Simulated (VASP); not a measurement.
Given:

```
SnO
1.0
    3.92529     0.00000     0.00000
    0.00000     3.92529     0.00000
    0.00000     0.00000     5.37725
Sn O
2 2
Cartesian
  1.96265   0.00000   4.21279
  0.00000   1.96265   1.16446
  1.96265   1.96265   0.00000
  0.00000   0.00000   0.00000
```

All values below come from vdW-DF2, VASP's PBE PAW potentials (set 64) (plane waves; VASP). Run with 520 eV cut-off, 6×6×4 Γ-centred mesh, Gaussian smearing of 0.050 eV, potentials Sn_d O.

Task: The ions and cell shape at fixed volume are relaxed. Give the cell that the relaxation ends in.

Result: 
```
SnO
1.0
    3.95503     0.00000     0.00000
    0.00000     3.95503     0.00000
    0.00000     0.00000     5.29670
Sn O
2 2
Cartesian
  1.97751   0.00000   4.12070
  0.00000   1.97751   1.17600
  1.97751   1.97751   0.00000
  0.00000   0.00000   0.00000
```
Space group P4/nmm (129), at a tolerance of 0.03 Å.

Task: How much energy does the relaxation gain?

Result: The energy (σ→0) changes by -3.1 meV/atom, in 5 ionic steps.

| step | E(σ→0) (eV) | max force (eV/Å) | pressure (GPa) | volume (Å³) |
|---|---|---|---|---|
| 1 | -12.8744 | 0.378 | 2.24 | 82.85 |
| 2 | -12.8833 | 0.084 | 1.33 | 82.85 |
| 3 | -12.8839 | 0.023 | 1.01 | 82.85 |
| 4 | -12.8856 | 0.013 | 0.87 | 82.85 |
| 5 | -12.8869 | 0.002 | 0.60 | 82.85 |

The compound is SnO in the litharge structure. This cell is one point of a volume scan, at 0.97 of the reference volume. Symmetry was kept, so distortions that lower it aren't found.
